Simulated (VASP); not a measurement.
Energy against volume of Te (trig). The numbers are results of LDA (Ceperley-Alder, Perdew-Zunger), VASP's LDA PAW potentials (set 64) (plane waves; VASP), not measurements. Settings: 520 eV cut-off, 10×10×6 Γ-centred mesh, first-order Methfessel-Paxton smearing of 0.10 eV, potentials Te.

Shape and ions are relaxed at each volume.

| V (Å³/atom) | E (eV/atom) |
|---|---|
| 29.457 | -3.78859 |
| 30.397 | -3.80058 |
| 31.338 | -3.80412 |
| 32.278 | -3.80096 |

Problem. Fit these four points and predict the energy of the run at 33.218 Å³/atom.

Solution. A cubic in V^(−2/3), the third-order Birch-Murnaghan form, passes through the four points with V0 = 31.33 Å³/atom and B0 = 38 GPa, and gives -3.7925 eV/atom there. The run gave -3.7926 eV/atom, -0.1 meV/atom from the fit; all five points give B0 = 38 GPa.

The compound is Te in the trig structure. It was relaxed first, which changed the volume by -8 %.
